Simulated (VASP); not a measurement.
All values below come from LDA (Ceperley-Alder, Perdew-Zunger), VASP's LDA PAW potentials (set 64) (plane waves; VASP).

Gaps are without spin-orbit coupling.

| Item | Value |
|---|---|
| volume per atom | 22.98 Å³/atom |
| band gap (over mesh and band path) | 3.30 eV |
| smallest direct gap (over mesh and band path) | 3.56 eV |

Problem. Which relaxed crystal gives these values?
(A) KI, Fm-3m (225)
(B) AlGaSb2, R3m (160)
(C) HgO, P3_121 (152)
(D) CdCl2, R-3m (166)

Solution. D, CdCl2, R-3m (166)
